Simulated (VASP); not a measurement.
Input of a VASP 6.6.1 run:

Contents of INCAR:

```
SYSTEM = Zr2CrN2
PREC = Normal ; ENCUT = 520
EDIFF = 1E-4 ; ISMEAR = 0
SIGMA = 0.15 ; LREAL = .False.
LASPH = .True. ; NELM = 60
ALGO = Fast ; ISIF = 3
LWAVE = .False. ; LCHARG = .False.
ISPIN = 2 ; MAGMOM = 0 0 3 0 0
LORBIT = 11 ; LMAXMIX = 4
GGA = PE ; IBRION = 2
NSW = 24 ; EDIFFG = -0.08
```

The input KPOINTS:

```
regular mesh
0
Gamma
  4 4 4
  0 0 0
```

POSCAR

```
Zr2CrN2
1.0
   -2.6681249200      2.6681249200      2.4014179300
    2.6681249200     -2.6681249200      2.4014179300
    2.6681249200      2.6681249200     -2.4014179300
Zr Cr N
2 1 2
Direct
    0.5000000000      0.0000000000      0.5000000000
    0.0000000000      0.5000000000      0.5000000000
    0.0000000000      0.0000000000      0.0000000000
    0.3496247800      0.3496247800      0.0000000000
    0.6503752200      0.6503752200      0.0000000000
```

Potentials or basis: VASP PAW PBE potentials, release 64 (Zr_sv, Cr_pv, N).

Run with:

```console
$ cat potpaw_PBE.64/Zr_sv/POTCAR potpaw_PBE.64/Cr_pv/POTCAR potpaw_PBE.64/N/POTCAR > POTCAR
$ mpirun -np 1 vasp_std > vasp.out
```

Problem. Predict the space group after relaxing (to 0.05 Å).

Solution. I4/mmm (No. 139).

Problem. What does it give for the net moment?

Solution. 0.71 μB per cell.

Forces in eV/Å, atoms in the order of the input:
```
Zr   0.000  0.000  0.000
Zr   0.000  0.000  0.000
Cr   0.000  0.000  0.000
N    0.000  0.000  0.008
N    0.000  0.000 -0.008
```

Caveat: the k mesh is coarse (spacing up to 0.44 Å⁻¹), so the values aren't converged; a cell with one magnetic atom can't hold antiferromagnetic order, which such compounds often take; the relaxation stopped at a loose force limit of 0.08 eV/Å, so its end isn't a converged minimum.
